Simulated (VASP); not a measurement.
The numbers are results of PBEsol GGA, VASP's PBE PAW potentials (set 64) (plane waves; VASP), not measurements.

The input files of a VASP run:

POSCAR:
```
In
1
   -1.4697270977     1.4697270977     2.3265514485
    1.4697270977    -1.4697270977     2.3265514485
    1.4697270977     1.4697270977    -2.3265514485
In
1
Direct
  0.0000000000   0.0000000000   0.0000000000
```

**INCAR**
```
SYSTEM = In
PREC = Accurate
ENCUT = 500
EDIFF = 1E-6
NELM = 100
ALGO = Normal
LREAL = .FALSE.
LASPH = .TRUE.
ISMEAR = 1
SIGMA = 0.1
GGA = PS
LMAXMIX = 4
LWAVE = .FALSE.
LCHARG = .FALSE.
IBRION = 2
ISIF = 3
NSW = 40
EDIFFG = -0.02
PSTRESS = 300
```

KPOINTS:
```
Automatic mesh
0
gamma
17 17 17
0 0 0
```

POTCAR, in this order: In_d (PBE.64 set). Program: vasp_std.

What VASP printed:

**OUTCAR**
```
 ion  position               nearest neighbor table
   1  0.000  0.000  0.000-
  LATTYP: Found a body centered tetragonal cell.
 ALAT       =     2.9394541954
 C/A-ratio  =     1.5829819374
 Subroutine PRICEL returns:
 Original cell was already a primitive cell.
 Subroutine GETGRP returns: Found 16 space group operations
The static configuration has the point symmetry D_4h.
The dynamic configuration has the point symmetry D_4h.
 Subroutine INISYM returns: Found 16 space group operations
 Subroutine IBZKPT returns following result:
 Found    405 irreducible k-points:

 Following reciprocal coordinates:
            Coordinates               Weight
  0.000000  0.000000  0.000000      1.000000
  0.058824 -0.000000  0.000000      8.000000
  0.117647 -0.000000  0.000000      8.000000
  0.176471 -0.000000  0.000000      8.000000
  0.235294 -0.000000  0.000000      8.000000
  0.294118 -0.000000  0.000000      8.000000
  0.352941 -0.000000  0.000000      8.000000
  0.411765 -0.000000  0.000000      8.000000
  0.470588 -0.000000  0.000000      8.000000
  0.058824  0.058824  0.000000      8.000000
  0.117647  0.058824  0.000000     16.000000
  0.176471  0.058824  0.000000     16.000000
  0.235294  0.058824  0.000000     16.000000
  0.294118  0.058824  0.000000     16.000000
  0.352941  0.058824  0.000000     16.000000
  0.411765  0.058824  0.000000     16.000000
  0.470588  0.058824  0.000000     16.000000
 -0.470588  0.058824 -0.000000     16.000000
 -0.411765  0.058824 -0.000000     16.000000
 -0.352941  0.058824 -0.000000     16.000000
 -0.294118  0.058824 -0.000000     16.000000
 -0.235294  0.058824 -0.000000     16.000000
 -0.176471  0.058824 -0.000000     16.000000
 -0.117647  0.058824 -0.000000     16.000000
 -0.058824  0.058824  0.000000      4.000000
  0.117647  0.117647  0.000000      8.000000
  0.176471  0.117647  0.000000     16.000000
  0.235294  0.117647  0.000000     16.000000
  0.294118  0.117647  0.000000     16.000000
  0.352941  0.117647  0.000000     16.000000
  0.411765  0.117647  0.000000     16.000000
  0.470588  0.117647  0.000000     16.000000
 -0.470588  0.117647 -0.000000     16.000000
 -0.411765  0.117647 -0.000000     16.000000
 -0.352941  0.117647 -0.000000     16.000000
 -0.294118  0.117647  0.000000     16.000000
 -0.235294  0.117647 -0.000000     16.000000
 -0.176471  0.117647 -0.000000     16.000000
 -0.117647  0.117647  0.000000      4.000000
  0.176471  0.176471  0.000000      8.000000
   k-points           NKPTS =    405   k-points in BZ     NKDIM =    405   number of bands    NBANDS=     10
   number of dos      NEDOS =    301   number of ions     NIONS =      1
   total plane-waves  NPLWV =  13824
   dimension x,y,z NGX =    24 NGY =   24 NGZ =   24
   dimension x,y,z NGXF=    48 NGYF=   48 NGZF=   48
   ions per type =               1
   PREC   = accura    normal or accurate (medium, high low for compatibility)
   ISTART =      0    job   : 0-new  1-cont  2-samecut
   ICHARG =      2    charge: 1-file 2-atom 10-const
   ISPIN  =      1    spin polarized calculation?
   LNONCOLLINEAR =      F non collinear calculations
   LSORBIT =      F    spin-orbit coupling
   INIWAV =      1    electr: 0-lowe 1-rand  2-diag
   ENCUT  =  500.0 eV  36.75 Ry    6.06 a.u.   5.69  5.69  5.69*2*pi/ulx,y,z
   NELM   =    100;   NELMIN=  2; NELMDL= -5     # of ELM steps
   EDIFF  = 0.1E-05   stopping-criterion for ELM
   LREAL  =      F    real-space projection
   NLSPLINE    = F    spline interpolate recip. space projectors
   LMAXMIX     =    4 max onsite mixed and CHGCAR
...
```

OSZICAR:
```
...
DAV:   7    -0.271797112308E+01    0.14666E-01   -0.29878E-02 11574   0.414E+00    0.436E-01
DAV:   8    -0.271643157952E+01    0.15395E-02   -0.13408E-03  9182   0.792E-01    0.428E-02
DAV:   9    -0.271643205326E+01   -0.47374E-06   -0.20663E-05 11418   0.686E-02    0.186E-02
DAV:  10    -0.271643295148E+01   -0.89822E-06   -0.12464E-06  5434   0.250E-02
   1 F= 0.10476287E+01 E0= 0.10477022E+01  d E =0.104763E+01
       N       E                     dE             d eps       ncg     rms          rms(c)
DAV:   1    -0.801616575781E+01   -0.52997E+01   -0.11648E+02  9036   0.228E+02    0.209E+01
DAV:   2    -0.242069495442E+01    0.55955E+01   -0.15449E+01  9046   0.135E+02    0.465E+00
DAV:   3    -0.199080946474E+01    0.42989E+00   -0.10810E+00 12612   0.289E+01    0.389E+00
DAV:   4    -0.194793293214E+01    0.42877E-01   -0.12478E-01  9364   0.624E+00    0.672E-01
DAV:   5    -0.194839358525E+01   -0.46065E-03   -0.65520E-03 11570   0.191E+00    0.424E-01
DAV:   6    -0.194906489378E+01   -0.67131E-03   -0.12054E-03  9168   0.373E-01    0.965E-02
DAV:   7    -0.194905030268E+01    0.14591E-04   -0.10802E-04  9166   0.250E-01    0.314E-02
DAV:   8    -0.194904995499E+01    0.34770E-06   -0.54256E-06  9518   0.483E-02
   2 F= 0.11700762E+01 E0= 0.11699618E+01  d E =0.122447E+00
       N       E                     dE             d eps       ncg     rms          rms(c)
DAV:   1    -0.474146762466E+01   -0.27924E+01   -0.63644E+01  9048   0.240E+02    0.876E+00
DAV:   2    -0.287227554604E+01    0.18692E+01   -0.37454E+00  9188   0.489E+01    0.357E+00
DAV:   3    -0.254053139282E+01    0.33174E+00   -0.11248E+00 11298   0.266E+01    0.113E+00
DAV:   4    -0.252770027009E+01    0.12831E-01   -0.37446E-02  9346   0.304E+00    0.644E-01
DAV:   5    -0.252517849123E+01    0.25218E-02   -0.30259E-03  9056   0.595E-01    0.231E-01
DAV:   6    -0.252526070396E+01   -0.82213E-04   -0.56565E-04 12366   0.583E-01    0.704E-02
DAV:   7    -0.252525677922E+01    0.39247E-05   -0.10088E-04  8964   0.186E-01    0.178E-02
DAV:   8    -0.252525518932E+01    0.15899E-05   -0.20264E-06  9318   0.140E-02    0.882E-03
DAV:   9    -0.252525522884E+01   -0.39521E-07   -0.34039E-07  4408   0.134E-02
   3 F= 0.10055347E+01 E0= 0.10056504E+01  d E =-.420939E-01
       N       E                     dE             d eps       ncg     rms          rms(c)
DAV:   1    -0.252056953009E+01    0.46857E-02   -0.77353E-03  9070   0.228E+00    0.111E-01
DAV:   2    -0.252029146701E+01    0.27806E-03   -0.59411E-04  9130   0.663E-01    0.374E-02
DAV:   3    -0.252025437311E+01    0.37094E-04   -0.11773E-04 11108   0.287E-01    0.136E-02
DAV:   4    -0.252025384079E+01    0.53233E-06   -0.39119E-06  8912   0.220E-02
   4 F= 0.10055030E+01 E0= 0.10056209E+01  d E =-.421257E-01
       N       E                     dE             d eps       ncg     rms          rms(c)
DAV:   1    -0.251585802205E+01    0.43964E-02   -0.66199E-03  9082   0.211E+00    0.103E-01
DAV:   2    -0.251561894134E+01    0.23908E-03   -0.50769E-04  9150   0.614E-01    0.345E-02
DAV:   3    -0.251558691777E+01    0.32024E-04   -0.10126E-04 11056   0.267E-01    0.128E-02
DAV:   4    -0.251558659387E+01    0.32390E-06   -0.34769E-06  8896   0.205E-02
   5 F= 0.10055097E+01 E0= 0.10056296E+01  d E =-.421190E-01
       N       E                     dE             d eps       ncg     rms          rms(c)
DAV:   1    -0.252431565457E+01   -0.87287E-02   -0.28009E-02  9170   0.365E+00    0.195E-01
DAV:   2    -0.252351871514E+01    0.79694E-03   -0.17270E-03  9332   0.106E+00    0.798E-02
DAV:   3    -0.252334016238E+01    0.17855E-03   -0.37253E-04 11702   0.520E-01    0.283E-02
DAV:   4    -0.252332340920E+01    0.16753E-04   -0.29168E-05  9520   0.116E-01    0.919E-03
DAV:   5    -0.252332327414E+01    0.13506E-06   -0.30411E-06  7692   0.256E-02
   6 F= 0.10054466E+01 E0= 0.10055651E+01  d E =-.631571E-04
       N       E                     dE             d eps       ncg     rms          rms(c)
DAV:   1    -0.252406173021E+01   -0.73832E-03   -0.25294E-04  9156   0.345E-01    0.179E-02
DAV:   2    -0.252405492551E+01    0.68047E-05   -0.14988E-05  9298   0.994E-02    0.736E-03
DAV:   3    -0.252405322206E+01    0.17035E-05   -0.30208E-06  5778   0.489E-02    0.268E-03
DAV:   4    -0.252405283876E+01    0.38329E-06   -0.44378E-07  4764   0.127E-02
   7 F= 0.10054466E+01 E0= 0.10055649E+01  d E =-.631290E-04
       N       E                     dE             d eps       ncg     rms          rms(c)
DAV:   1    -0.252380755021E+01    0.24567E-03   -0.37017E-03  9378   0.697E-01    0.539E-02
DAV:   2    -0.252374162627E+01    0.65924E-04   -0.81019E-05 11852   0.211E-01    0.346E-02
DAV:   3    -0.252370467117E+01    0.36955E-04   -0.44834E-05 10102   0.199E-01    0.762E-03
DAV:   4    -0.252370521048E+01   -0.53932E-06   -0.55588E-06  8554   0.274E-02
   8 F= 0.10054053E+01 E0= 0.10055219E+01  d E =-.412680E-04
       N       E                     dE             d eps       ncg     rms          rms(c)
DAV:   1    -0.252352403117E+01    0.18064E-03   -0.33502E-02  9384   0.210E+00    0.163E-01
DAV:   2    -0.252292439901E+01    0.59963E-03   -0.73269E-04 11860   0.632E-01    0.104E-01
DAV:   3    -0.252258735860E+01    0.33704E-03   -0.40873E-04  9988   0.596E-01    0.227E-02
DAV:   4    -0.252259203437E+01   -0.46758E-05   -0.51097E-05  8888   0.827E-02    0.280E-02
DAV:   5    -0.252259210293E+01   -0.68562E-07   -0.14132E-06  5506   0.206E-02
   9 F= 0.10053268E+01 E0= 0.10054229E+01  d E =-.119788E-03
       N       E                     dE             d eps       ncg     rms          rms(c)
DAV:   1    -0.252365887807E+01   -0.10668E-02   -0.13394E-01  9386   0.420E+00    0.326E-01
DAV:   2    -0.252124695951E+01    0.24119E-02   -0.29424E-03 11836   0.125E+00    0.209E-01
DAV:   3    -0.251989810263E+01    0.13489E-02   -0.16569E-03  9960   0.118E+00    0.450E-02
DAV:   4    -0.251991636295E+01   -0.18260E-04   -0.20397E-04  8894   0.165E-01    0.557E-02
DAV:   5    -0.251991651654E+01   -0.15360E-06   -0.69352E-06 10394   0.422E-02
  10 F= 0.10055073E+01 E0= 0.10055421E+01  d E =0.606952E-04
       N       E                     dE             d eps       ncg     rms          rms(c)
DAV:   1    -0.252463094840E+01   -0.47146E-02   -0.89759E-02  9386   0.347E+00    0.266E-01
DAV:   2    -0.252303844885E+01    0.15925E-02   -0.19906E-03 11904   0.105E+00    0.171E-01
DAV:   3    -0.252214010099E+01    0.89835E-03   -0.10852E-03 10082   0.975E-01    0.369E-02
DAV:   4    -0.252215161089E+01   -0.11510E-04   -0.13532E-04  8918   0.135E-01    0.450E-02
DAV:   5    -0.252215136920E+01    0.24169E-06   -0.43762E-06  9110   0.334E-02
  11 F= 0.10053238E+01 E0= 0.10054079E+01  d E =-.122851E-03
       N       E                     dE             d eps       ncg     rms          rms(c)
DAV:   1    -0.252236678387E+01   -0.21517E-03   -0.82096E-04  9386   0.331E-01    0.258E-02
DAV:   2    -0.252235195169E+01    0.14832E-04   -0.17492E-05 11860   0.996E-02    0.165E-02
DAV:   3    -0.252234357747E+01    0.83742E-05   -0.10112E-05 10110   0.940E-02    0.363E-03
DAV:   4    -0.252234364349E+01   -0.66018E-07   -0.11015E-06  4574   0.131E-02
  12 F= 0.10053231E+01 E0= 0.10054125E+01  d E =-.123505E-03
       N       E                     dE             d eps       ncg     rms          rms(c)
DAV:   1    -0.251786245216E+01    0.44811E-02   -0.71146E-03  9064   0.218E+00    0.108E-01
DAV:   2    -0.251760830112E+01    0.25415E-03   -0.55564E-04  9116   0.634E-01    0.361E-02
DAV:   3    -0.251757383114E+01    0.34470E-04   -0.10780E-04 11204   0.273E-01    0.129E-02
DAV:   4    -0.251757331303E+01    0.51811E-06   -0.41539E-06  8898   0.246E-02
  13 F= 0.10053049E+01 E0= 0.10053965E+01  d E =-.181542E-04
```

OUTCAR:
```
------------------------ aborting loop because EDIFF is reached ----------------------------------------
  FORCE on cell =-STRESS in cart. coord.  units (eV):
  Direction    XX          YY          ZZ          XY          YZ          ZX
  --------------------------------------------------------------------------------------
  Total        3.5217028      3.5217028      3.5208703      0.0000000     -0.0000000      0.0000000
  in kB      299.8999040    299.8999040    299.8290040      0.0000000     -0.0000000      0.0000000
  external PRESSURE =      -0.1237293 kB  Pullay stress =     300.0000000 kB
  volume of cell :       18.81
      direct lattice vectors                 reciprocal lattice vectors
    -1.433819227  1.433819227  2.287905971     0.000000000  0.348718995  0.218540450
     1.433819227 -1.433819227  2.287905971     0.348718995  0.000000000  0.218540450
     1.433819227  1.433819227 -2.287905971     0.348718995  0.348718995  0.000000000
 POSITION                                       TOTAL-FORCE (eV/Angst)
 -----------------------------------------------------------------------------------
      0.00000      0.00000      0.00000         0.000000     -0.000000     -0.000000
 -----------------------------------------------------------------------------------
    total drift:                               -0.000000      0.000000      0.000000
  FREE ENERGIE OF THE ION-ELECTRON SYSTEM (eV)
  ---------------------------------------------------
  free  energy   TOTEN  =        -2.5175733130 eV

  energy  without entropy=       -2.5172987829  energy(sigma->0) =       -2.51748180
  enthalpy is  TOTEN    =         1.0053049449 eV   P V=        3.5228782579

 reached required accuracy - stopping structural energy minimisation
```
(Selected blocks of OUTCAR.)

File CONTCAR:
```
In
   1.00000000000000
    -1.4338192274105406    1.4338192274105406    2.2879059710453853
     1.4338192274105406   -1.4338192274105406    2.2879059710453853
     1.4338192274105406    1.4338192274105406   -2.2879059710453853
  In
     1
Direct
     0.0000000000000000    0.0000000000000000    0.0000000000000000
```

**OUTCAR**
```
 val. band max:       12.0104645882   @ k =  -0.3529  -0.4706   0.2353

 cond. band min:      12.0126835149   @ k =   0.3529  -0.0000   0.0000


 Fermi energy:        12.0121988239

 k-point     1 :       0.0000    0.0000    0.0000
  band No.  band energies     occupation
      1      -3.6263      2.00000
      2      -3.2214      2.00000
      3      -3.2214      2.00000
      4      -3.1586      2.00000
      5      -2.7799      2.00000
      6      -0.4523      2.00000
      7      23.9810      0.00000
      8      25.3918      0.00000
      9      25.3918      0.00000
     10      25.5407      0.00000

 k-point     2 :       0.0588   -0.0000    0.0000
  band No.  band energies     occupation
      1      -3.6119      2.00000
      2      -3.2275      2.00000
      3      -3.2094      2.00000
      4      -3.1540      2.00000
      5      -2.7879      2.00000
      6      -0.3539      2.00000
      7      23.5431      0.00000
      8      24.5507      0.00000
      9      25.3085      0.00000
     10      25.3211      0.00000

 k-point     3 :       0.1176   -0.0000    0.0000
  band No.  band energies     occupation
      1      -3.5776      2.00000
      2      -3.2540      2.00000
      3      -3.1774      2.00000
      4      -3.1281      2.00000
      5      -2.8086      2.00000
      6      -0.0538      2.00000
      7      21.4697      0.00000
      8      24.1286      0.00000
      9      24.9754      0.00000
     10      25.1089      0.00000

 k-point     4 :       0.1765   -0.0000    0.0000
  band No.  band energies     occupation
      1      -3.5461      2.00000
      2      -3.3043      2.00000
      3      -3.1379      2.00000
      4      -3.0642      2.00000
      5      -2.8302      2.00000
      6       0.4579      2.00000
      7      19.0217      0.00000
      8      23.4841      0.00000
      9      24.8469      0.00000
     10      24.8785      0.00000

 k-point     5 :       0.2353   -0.0000    0.0000
...
```

Energy and stress use the plane-wave basis of the starting cell. Unless said otherwise, spin-orbit coupling is left out, though it shifts the bands of the heavy elements here.

The compound is In in the bct structure. This run relaxes it under an external pressure of 30 GPa. Symmetry was kept, so distortions that lower it aren't found.
